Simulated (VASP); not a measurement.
Data:

```xyz
2
Lattice="0.0000 3.1272 3.1272 3.1272 0.0000 3.1272 3.1272 3.1272 0.0000" Properties=species:S:1:pos:R:3 pbc="T T T"
K      0.0000     0.0000     0.0000
Cl     3.1272     3.1272     3.1272
```

Calculation: optB86b-vdW, VASP's PBE PAW potentials (set 64) (plane waves; VASP). Run with 520 eV cut-off, Gaussian smearing of 0.050 eV, potentials K_sv Cl.

Give the energies of bands 6 to 11 at the high-symmetry points, in eV from the valence-band maximum.

```json
[
 {"band": "6", "Γ": "0.00", "X": "-0.68", "U": "-0.58", "L": "-1.10", "W": "-0.51"},
 {"band": "7", "Γ": "0.00", "X": "-0.23", "U": "-0.57", "L": "-0.34", "W": "-0.49"},
 {"band": "8", "Γ": "0.00", "X": "-0.23", "U": "-0.30", "L": "-0.34", "W": "-0.49"},
 {"band": "9", "Γ": "5.18", "X": "6.44", "U": "7.22", "L": "7.57", "W": "8.00"},
 {"band": "10", "Γ": "8.33", "X": "8.38", "U": "9.09", "L": "8.63", "W": "8.00"},
 {"band": "11", "Γ": "8.33", "X": "10.13", "U": "9.37", "L": "10.55", "W": "9.52"}
]
```

The gap is direct, 5.18 eV, from the valence maximum at Γ to the conduction minimum at Γ.

Measured: gap 8.50 eV (computed value off by -3.32 eV), as given by David Koller et al., Journal of Physics Condensed Matter (2013), arXiv:1304.4470.

The compound is KCl in the rock salt structure. It was relaxed first.
